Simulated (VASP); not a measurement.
Level of theory: PBE GGA, VASP's PBE PAW potentials (set 64) (plane waves; VASP).

Input for VASP

POSCAR:
```
Al35CN35
9.3865350
  0.5000000167  -0.8660254309   0.0000000000
  0.5000000167   0.8660254309   0.0000000000
  0.0000000000   0.0000000000   1.0674016147
Al N C
35 35 1
Direct
  0.2226103541   0.1110531561   0.2459540216
  0.1102271132   0.2221348967   0.9998643638
  0.2253707228   0.1140822731   0.7489174379
  0.1121216204   0.2237333972   0.5010047656
  0.2224300089   0.4443996369   0.2499094284
  0.1114534342   0.5562688945   0.0010586695
  0.2210110085   0.4446404464   0.7518909674
  0.1114685798   0.5563370525   0.5008450615
  0.2223276042   0.7780125408   0.2495467392
  0.1108949171   0.8891015527   0.9997155142
  0.2230349537   0.7795472627   0.7499258636
  0.1133848703   0.8897943963   0.5007698276
  0.5550401420   0.1110712512   0.2459524974
  0.4443203217   0.2220258769   0.9872882215
  0.5553392260   0.1140837552   0.7489145737
  0.5528188459   0.4390719858   0.2392449265
  0.4444787057   0.5570481478   0.9981649288
  0.5557167344   0.4448736127   0.7492780162
  0.4352806546   0.5526052941   0.5068866238
  0.5541979178   0.7759415909   0.2496307297
  0.4448602762   0.8891334789   0.9997074973
  0.5559700297   0.7800093415   0.7507813584
  0.4429979171   0.8898112537   0.5007420626
  0.8890589587   0.1115692481   0.2506629801
  0.7785276019   0.2221657601   0.9998689586
  0.8890023772   0.1114594564   0.7494483282
  0.7782902602   0.2238047831   0.5010336983
  0.8885847317   0.4444025659   0.2499269129
  0.7791831553   0.5570823670   0.9981968676
  0.8902188024   0.4446832956   0.7519246387
  0.7838406022   0.5526267681   0.5069203182
  0.8883385223   0.7759517826   0.2496673116
  0.7781057502   0.8896105050   0.0005077463
  0.8906057712   0.7800142707   0.7507837511
  0.7769709526   0.8873743358   0.4996504798
  0.1968839671   0.0991129482   0.4315138885
  0.1103558185   0.2235083530   0.1897378892
  0.2169188312   0.1088866507   0.9418993675
  0.1108477641   0.2235342637   0.6914520150
  0.2184443806   0.4444246286   0.4417802869
  0.1112192541   0.5558355923   0.1919330619
  0.2211062325   0.4445945638   0.9418136191
  0.1117794855   0.5569780123   0.6919294776
  0.2221338006   0.7776846520   0.4413946301
  0.1098551559   0.8863421427   0.1897045728
  0.2223487681   0.7780606079   0.9407304454
  0.1117291044   0.8899847486   0.6910383829
  0.5688038942   0.0990991014   0.4314831638
  0.4423255722   0.2180461066   0.1823364795
  0.5586134608   0.1089651787   0.9418834565
  0.4458796433   0.2252450093   0.7177586971
  0.4426704632   0.5557386436   0.1878704397
  0.5584217264   0.4502033053   0.9433182810
  0.4424232478   0.5579649152   0.6961338604
  0.5542677432   0.7745081565   0.4414047942
  0.4430445916   0.8862884418   0.1896795052
  0.5566299906   0.7794945690   0.9412397812
  0.4448096589   0.8900042292   0.6910322395
  0.8882787528   0.1099839648   0.4418102711
  0.7797820663   0.2234907791   0.1897755921
  0.8887544426   0.1109631304   0.9405846102
  0.7792519602   0.2235673390   0.6914671253
  0.8925699821   0.4444667771   0.4417899554
  0.7797619116   0.5558430137   0.1878934238
  0.8900708915   0.4446372078   0.9418058277
  0.7821539320   0.5579769626   0.6961130032
  0.8868586687   0.7745723931   0.4414170802
  0.7775538356   0.8885283474   0.1923275531
  0.8894484711   0.7794681519   0.9412686532
  0.7777854562   0.8890742838   0.6909016008
  0.5635356303   0.4604205957   0.4354188812
```

INCAR:
```
SYSTEM = Al35CN35
PREC = Normal; ENCUT = 400; LREAL = Auto
LASPH = T; ISYM = 0; NELECT = 285.0
EDIFF = 1E-6; NELM = 100; NELMIN = 4
ALGO = Fast
ISMEAR = 0; SIGMA = 0.05
GGA = PE
ISPIN = 2; MAGMOM = 71*0.0141; NUPDOWN = 1
LWAVE = T; LCHARG = F; LORBIT = 11
LHYPERFINE = T
```

KPOINTS:
```
Automatic
0
Gamma
1 1 1
```

POTCAR, in this order: Al N C (PBE.64 set). Program: vasp_gam. Read from the step before: WAVECAR.

Output of the run:

OUTCAR:
```
 ion  position               nearest neighbor table
   1  0.223  0.111  0.246-  36 1.87  49 1.90  37 1.91  45 1.91  10 3.06   2 3.06  16 3.09  13 3.12
                            12 3.12   9 3.12   5 3.13  24 3.13   4 3.13  32 3.14  14 3.16
   2  0.110  0.222  1.000-  38 1.88  61 1.90  42 1.90  37 1.90   1 3.06   7 3.07  26 3.09   5 3.09
                            24 3.09   3 3.10  25 3.11  33 3.12  10 3.13   6 3.13  14 3.14  17 3.14
   3  0.225  0.114  0.749-  51 1.82  39 1.91  47 1.91  38 1.93  14 2.98   4 3.07  12 3.08  15 3.10
                             2 3.10  18 3.10  10 3.11   7 3.12  11 3.13  34 3.14  26 3.15
   4  0.112  0.224  0.501-  36 1.85  40 1.89  39 1.91  59 1.91  19 3.06   3 3.07  26 3.08   7 3.09
                             5 3.09  24 3.10   8 3.13  27 3.13   1 3.13  12 3.14  35 3.15
   5  0.222  0.444  0.250-  37 1.89  52 1.90  41 1.90  40 1.92   6 3.08   2 3.09   4 3.09   8 3.10
                            17 3.10  19 3.10  20 3.11  24 3.13  16 3.13   1 3.13   9 3.13  28 3.13
   6  0.111  0.556  0.001-  42 1.89  65 1.90  46 1.90  41 1.91   9 3.07  30 3.08   7 3.08   5 3.08
                            28 3.08  11 3.10  17 3.12  29 3.12  10 3.13  21 3.13  25 3.13   2 3.13
   7  0.221  0.445  0.752-  54 1.88  39 1.90  43 1.90  42 1.90  19 3.01  17 3.06   2 3.07   6 3.08
                             4 3.09   8 3.09  30 3.11  26 3.12   3 3.12  11 3.13  18 3.14  22 3.15
   8  0.111  0.556  0.501-  40 1.88  63 1.88  44 1.90  43 1.91  19 3.06  31 3.06  11 3.09   7 3.09
                            30 3.09   9 3.10  28 3.10   5 3.10  12 3.12  23 3.12  27 3.12   4 3.13
   9  0.222  0.778  0.250-  56 1.89  45 1.89  41 1.90  44 1.92   6 3.07  10 3.09  21 3.09  23 3.09
                            12 3.09   8 3.10  13 3.12  20 3.12   1 3.12  32 3.13   5 3.13  28 3.13
  10  0.111  0.889  1.000-  38 1.88  69 1.89  46 1.90  45 1.90   1 3.06  34 3.07  11 3.08   9 3.09
                            32 3.09   3 3.11  29 3.12  33 3.13   6 3.13   2 3.13  14 3.13  21 3.13
  11  0.223  0.780  0.750-  47 1.90  58 1.90  43 1.90  46 1.91  12 3.07  23 3.07  10 3.08  21 3.08
                             8 3.09   6 3.10  34 3.12  22 3.12   3 3.13  15 3.13  30 3.13   7 3.13
  12  0.113  0.890  0.501-  36 1.85  44 1.89  47 1.91  67 1.94  11 3.07   3 3.08  34 3.09   9 3.09
                            23 3.09  32 3.11   8 3.12   1 3.12  31 3.13   4 3.14  35 3.15
  13  0.555  0.111  0.246-  48 1.87  49 1.90  60 1.91  56 1.91  21 3.06  25 3.06  16 3.09   1 3.12
                            23 3.12   9 3.12  28 3.13  24 3.13  27 3.13  20 3.14  14 3.16
  14  0.444  0.222  0.987-  50 1.90  38 1.90  53 1.91  49 1.95   3 2.98  15 2.98  18 2.99  16 3.08
                            21 3.13  10 3.13  25 3.14   2 3.14  17 3.15  29 3.15  13 3.16   1 3.16
  15  0.555  0.114  0.749-  51 1.82  62 1.91  58 1.91  50 1.93  14 2.98  27 3.07  23 3.08   3 3.10
                            25 3.10  18 3.10  21 3.11  30 3.12  11 3.13  22 3.14  26 3.14
  16  0.553  0.439  0.239-  49 1.89  52 1.91  64 1.92  71 1.97  29 3.04  17 3.04  14 3.08  13 3.09
                             1 3.09   5 3.13  28 3.13  20 3.16  32 3.16  19 3.27  31 3.27
  17  0.444  0.557  0.998-  53 1.88  57 1.90  52 1.90  42 1.90  16 3.04   7 3.06  22 3.07  20 3.08
                            18 3.08   5 3.10  21 3.12   6 3.12  33 3.13   2 3.14  29 3.14  14 3.15
  18  0.556  0.445  0.749-  51 1.81  54 1.92  66 1.92  53 1.94  14 2.99  31 3.06  19 3.06  17 3.08
                            29 3.09   3 3.10  15 3.10   7 3.14  30 3.14  22 3.14  34 3.14
  19  0.435  0.553  0.507-  40 1.88  54 1.90  55 1.92  71 1.94   7 3.01  18 3.06   8 3.06   4 3.06
                            22 3.06   5 3.10  23 3.13  20 3.15  35 3.18  31 3.27  16 3.27
  20  0.554  0.776  0.250-  52 1.89  56 1.90  68 1.90  55 1.92  17 3.08  21 3.09  33 3.09  35 3.09
...
```

OSZICAR:
```
       N       E                     dE             d eps       ncg     rms          rms(c)
DAV:   1    -0.511275628601E+03   -0.51128E+03   -0.25936E-05   920   0.143E-02    0.694E-03
RMM:   2    -0.511275627045E+03    0.15558E-05   -0.78901E-06   697   0.561E-03    0.423E-03
RMM:   3    -0.511275626911E+03    0.13435E-06   -0.16580E-06   577   0.270E-03    0.171E-03
RMM:   4    -0.511275626873E+03    0.37742E-07   -0.71206E-07   516   0.151E-03
   1 F= -.51127563E+03 E0= -.51127562E+03  d E =-.411162E-05  mag=     1.0000
```

### OUTCAR
```
------------------------ aborting loop because EDIFF is reached ----------------------------------------
  FORCE on cell =-STRESS in cart. coord.  units (eV):
  Direction    XX          YY          ZZ          XY          YZ          ZX
  --------------------------------------------------------------------------------------
  Total        2.7393817      5.8527397      0.3667829     -2.5003941      0.9595683      1.6597423
  in kB        5.7410154     12.2657855      0.7686794     -5.2401609      2.0109999      3.4783783
  external PRESSURE =       6.2584934 kB  Pullay stress =       0.0000000 kB
  volume of cell :      764.49
      direct lattice vectors                 reciprocal lattice vectors
     4.693267657 -8.128978018  0.000000000     0.106535582 -0.061508347  0.000000000
     4.693267657  8.128978018  0.000000000     0.106535582  0.061508347  0.000000000
     0.000000000  0.000000000 10.019202616     0.000000000  0.000000000  0.099808342
  FREE ENERGIE OF THE ION-ELECTRON SYSTEM (eV)
  ---------------------------------------------------
  free  energy   TOTEN  =      -511.2756268732 eV

  energy  without entropy=     -511.2756227616  energy(sigma->0) =     -511.27562482

 total charge

# of ion       s       p       d       tot
------------------------------------------
    1        0.362   0.437   0.000   0.799
    2        0.364   0.442   0.000   0.806
    3        0.363   0.443   0.000   0.806
    4        0.367   0.445   0.000   0.812
    5        0.362   0.434   0.000   0.795
    6        0.363   0.437   0.000   0.800
    7        0.364   0.442   0.000   0.806
    8        0.367   0.446   0.000   0.814
    9        0.363   0.437   0.000   0.799
   10        0.364   0.442   0.000   0.806
   11        0.363   0.437   0.000   0.799
   12        0.367   0.441   0.000   0.808
   13        0.362   0.437   0.000   0.799
   14        0.354   0.424   0.000   0.777
   15        0.363   0.443   0.000   0.806
   16        0.369   0.443   0.000   0.813
   17        0.364   0.442   0.000   0.806
   18        0.361   0.440   0.000   0.801
   19        0.378   0.456   0.000   0.834
   20        0.361   0.432   0.000   0.794
   21        0.364   0.442   0.000   0.806
   22        0.364   0.439   0.000   0.803
   23        0.367   0.441   0.000   0.808
   24        0.362   0.433   0.000   0.794
   25        0.364   0.442   0.000   0.806
   26        0.363   0.436   0.000   0.799
   27        0.367   0.445   0.000   0.812
   28        0.362   0.434   0.000   0.795
   29        0.364   0.443   0.000   0.807
   30        0.364   0.442   0.000   0.806
   31        0.379   0.456   0.000   0.834
   32        0.362   0.432   0.000   0.794
   33        0.362   0.435   0.000   0.797
   34        0.364   0.439   0.000   0.803
   35        0.361   0.431   0.000   0.792
   36        1.259   2.477   0.000   3.736
   37        1.229   2.597   0.000   3.826
   38        1.232   2.600   0.000   3.831
   39        1.229   2.596   0.000   3.825
   40        1.231   2.607   0.000   3.837
   41        1.229   2.597   0.000   3.826
   42        1.229   2.600   0.000   3.829
   43        1.229   2.596   0.000   3.826
   44        1.230   2.597   0.000   3.827
   45        1.229   2.598   0.000   3.827
   46        1.229   2.594   0.000   3.823
   47        1.229   2.596   0.000   3.824
   48        1.259   2.477   0.000   3.736
   49        1.230   2.587   0.000   3.816
   50        1.232   2.600   0.000   3.831
   51        1.242   2.567   0.000   3.809
   52        1.231   2.596   0.000   3.826
   53        1.232   2.599   0.000   3.830
   54        1.231   2.602   0.000   3.833
   55        1.238   2.556   0.000   3.794
   56        1.229   2.598   0.000   3.827
   57        1.229   2.602   0.000   3.831
   58        1.229   2.595   0.000   3.824
   59        1.236   2.573   0.000   3.809
   60        1.229   2.597   0.000   3.827
   61        1.229   2.599   0.000   3.828
   62        1.229   2.596   0.000   3.825
   63        1.231   2.607   0.000   3.837
   64        1.231   2.595   0.000   3.826
   65        1.229   2.600   0.000   3.829
   66        1.231   2.602   0.000   3.833
   67        1.238   2.556   0.000   3.794
   68        1.228   2.590   0.000   3.818
   69        1.229   2.602   0.000   3.831
   70        1.228   2.594   0.000   3.823
   71        0.910   1.454   0.000   2.365
--------------------------------------------------
tot         56.788 107.390   0.000 164.178

 magnetization (x)

# of ion       s       p       d       tot
------------------------------------------
    1       -0.001  -0.002   0.000  -0.003
    2        0.000  -0.000   0.000  -0.000
    3        0.000   0.000   0.000   0.000
    4       -0.002  -0.001   0.000  -0.003
    5        0.000   0.000   0.000   0.000
    6       -0.000  -0.000   0.000  -0.000
    7       -0.000  -0.000   0.000  -0.000
    8       -0.000  -0.000   0.000  -0.001
    9       -0.000   0.000   0.000   0.000
   10        0.000  -0.000   0.000  -0.000
...
```
(Selected blocks of OUTCAR.)

OUTCAR:
```
 val. band max:        6.5935892777   @ k =   0.0000   0.0000   0.0000

 cond. band min:       6.8908029285   @ k =   0.0000   0.0000   0.0000


 Fermi energy:         6.8291122452

 spin component 1

 k-point     1 :       0.0000    0.0000    0.0000
  band No.  band energies     occupation
      1      -9.3482      1.00000
      2      -8.5028      1.00000
      3      -8.4830      1.00000
      4      -8.2419      1.00000
      5      -8.2123      1.00000
      6      -8.1997      1.00000
      7      -8.1274      1.00000
      8      -8.0616      1.00000
      9      -7.8709      1.00000
     10      -7.6160      1.00000
     11      -7.5990      1.00000
     12      -7.5892      1.00000
     13      -7.5811      1.00000
     14      -7.5374      1.00000
     15      -7.5236      1.00000
     16      -7.5022      1.00000
     17      -7.4914      1.00000
     18      -7.4684      1.00000
     19      -7.3916      1.00000
     20      -7.3187      1.00000
     21      -7.2433      1.00000
     22      -7.0704      1.00000
     23      -6.9460      1.00000
     24      -6.9374      1.00000
     25      -6.9216      1.00000
     26      -6.8588      1.00000
     27      -6.8515      1.00000
     28      -6.8388      1.00000
     29      -6.8253      1.00000
     30      -6.8054      1.00000
     31      -6.7991      1.00000
     32      -6.7943      1.00000
     33      -6.6488      1.00000
     34      -6.6391      1.00000
     35      -6.0494      1.00000
     36      -3.0021      1.00000
     37      -0.1369      1.00000
     38       0.8663      1.00000
     39       0.8768      1.00000
     40       0.8860      1.00000
     41       0.8899      1.00000
     42       0.9184      1.00000
     43       0.9373      1.00000
     44       0.9531      1.00000
     45       0.9651      1.00000
     46       0.9665      1.00000
     47       0.9809      1.00000
     48       1.0348      1.00000
     49       1.0638      1.00000
...
```

At this cut-off the stress carries a Pulay error, which pulls relaxed volumes low. The cell is charged, with a uniform compensating background.  The supercell is sampled at Γ alone, which is coarse: total energies, pressure and levels can be off, energies of defects by several tenths of an eV.

The cell is a supercell with a defect, built from AlN (wurtzite): C_N-vac_Al, charge -1.
